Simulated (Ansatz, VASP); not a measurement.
## One calculation of Rb3Sr, two programs

The input INCAR:

```
SYSTEM = Rb3Sr
PREC = Accurate
ENCUT = 520
EDIFF = 1E-7
ISMEAR = -1
SIGMA = 0.05
LREAL = .FALSE.
LASPH = .TRUE.
NELM = 60
ALGO = Normal
ISIF = 2
LWAVE = .FALSE.
LCHARG = .FALSE.
GGA = PE
NBANDS = 26
```

File KPOINTS:

```
Automatic mesh
0
G
  6 6 6
  0 0 0
```

File POSCAR:

```
Rb3Sr
1.0
   -3.4343661684      3.4343661684      6.9783716691
    3.4343661684     -3.4343661684      6.9783716691
    3.4343661684      3.4343661684     -6.9783716691
Sr Rb
1 3
Direct
    0.0000000000      0.0000000000      0.0000000000
    0.5000000000      0.5000000000      0.0000000000
    0.2500000000      0.7500000000      0.5000000000
    0.7500000000      0.2500000000      0.5000000000
```

The input input.yaml:

```yaml
crystal:
  lattice:
    - [-3.4343661684, 3.4343661684, 6.9783716691]
    - [3.4343661684, -3.4343661684, 6.9783716691]
    - [3.4343661684, 3.4343661684, -6.9783716691]
  atoms:
    - { symbol: Sr, position: [0.0, 0.0, 0.0] }
    - { symbol: Rb, position: [0.5, 0.5, 0.0] }
    - { symbol: Rb, position: [0.25, 0.75, 0.5] }
    - { symbol: Rb, position: [0.75, 0.25, 0.5] }
hamiltonian:
  xc: pbe
  pseudopotentials: { kind: paw }
kpoints:
  mp_grid: { grid: [6, 6, 6] }
scf:
  occupations: { method: fermi_dirac, width: 0.05 }
output:
  forces: true
  stress: true
  eigenvalues: true
  write_density: true
  write_potential: true
  elf: true
  volumetric_format: npy
```

Change from the starting cell: volume scaled by 1.02.

Alike in both runs: task single point; functional PBE; k mesh 6 × 6 × 6; occupations fermi-dirac, width 0.05 eV; no spin polarisation.

|  | VASP | Ansatz |
| --- | --- | --- |
| version | VASP 6.6.1 | Ansatz 0.2.0 |
| potentials or method | VASP PAW PBE potentials, release 64 (Sr_sv, Rb_sv) | Ansatz PAW |
| plane-wave cutoff (eV) | 520 | 420 |
| valence electrons in the cell | 37 | 37 |

```csv
,VASP,Ansatz,Ansatz less VASP
gap on the k mesh at the Fermi level (eV),none,none,-
pressure (GPa),-0.1,-0.1,0.00
```

A gap of «none» marks a metal or a gap that the smearing closes.
